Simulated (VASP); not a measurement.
# MgO: relaxation of cell and atoms with r2SCAN+rVV10

MgO:

```
Mg O
1.0
     0.00000    2.09231    2.09231
     2.09231    0.00000    2.09231
     2.09231    2.09231    0.00000
Mg O
1 1
Cartesian
  0.0000 0.0000 0.0000
  2.0923 2.0923 2.0923
```

```yaml
Program: VASP 6.6.1
Task: relaxation of cell and atoms
Functional: r2SCAN
Dispersion: rVV10
Potentials_or_basis: VASP PAW PBE potentials, release 64 (Mg, O)
Cutoff: 600 eV
k_mesh: 12 × 12 × 12
Occupations: gaussian, width 0.03 eV
Spin: no spin polarisation
Further_INCAR_settings: ALGO = Normal; EDIFF = 1e-07; IBRION = 2; EDIFFG = -0.005; NSW = 90; ISIF = 3
```

```yaml
Pressure_after_relaxing: 0.0 GPa
Band_gap_on_the_k_mesh: 5.76 eV, direct
```

Final structure:
```
Mg O
1.0
     0.00000    2.09231    2.09231
     2.09231    0.00000    2.09231
     2.09231    2.09231    0.00000
Mg O
1 1
Cartesian
  0.0000 0.0000 0.0000
  2.0923 2.0923 2.0923
```

Levels at points of the mesh, in eV from the valence-band top:
```tsv
k point	band 1	band 2	band 3	band 4	band 5	band 6	band 7	band 8
(0.00, 0.00, 0.00)	-18.31	0.00	0.00	0.00	5.76	16.91	16.91	16.91
(0.50, 0.00, 0.00)	-17.00	-4.72	-0.70	-0.70	8.88	14.01	17.60	17.60
(0.50, 0.50, 0.00)	-16.75	-4.20	-1.41	-1.41	10.01	11.25	14.47	20.65
```

Wall time 110 s on 1 thread of Intel(R) Xeon(R) Platinum 8375C CPU @ 2.90GHz (Ice Lake), on a shared host, peak memory 0.21 GiB.

Caveat: the relaxation stopped at its first step, so nothing moved; the PAW data sets were made with another functional, which shifts forces and pressure a little. A k mesh can miss the band edges.
